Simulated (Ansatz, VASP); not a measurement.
## Two plane-wave programs on KCaF3

```
K Ca F
1.0
     4.48173    0.00000    0.00000
     0.00000    4.48173    0.00000
     0.00000    0.00000    4.41450
K Ca F
1 1 3
Direct
  0.50000 0.50000 0.50000
  0.00000 0.00000 0.00000
  0.00000 0.50000 0.00000
  0.00000 0.00000 0.50000
  0.50000 0.00000 0.00000
```

Change from the starting cell: strain +0.000 along x and y, -0.015 along z, atoms carried along.

Alike in both runs: task single point; functional LDA; k mesh 6 × 6 × 6; occupations gaussian, width 0.05 eV; no spin polarisation.

|  | VASP | Ansatz |
| --- | --- | --- |
| version | VASP 6.6.1 | Ansatz 0.2.0 |
| potentials or method | VASP PAW LDA potentials, release 64 (K_sv, Ca_sv, F) | scalar-relativistic, plane waves, PAW |
| plane-wave cutoff (eV) | 520 | 420 |
| valence electrons in the cell | 40 | 40 |

|  | VASP | Ansatz | Ansatz less VASP |
| --- | --- | --- | --- |
| gap on the k mesh at the Fermi level (eV) | 5.88 | 5.87 | -0.014 |
| least direct gap on the mesh (eV) | 6.05 | 6.04 | -0.008 |
| pressure (GPa) | -4.5 | -4.7 | -0.23 |
| largest component of the traceless stress (GPa) | 0.88 | 0.85 | -0.037 |

A k mesh can miss the band edges.
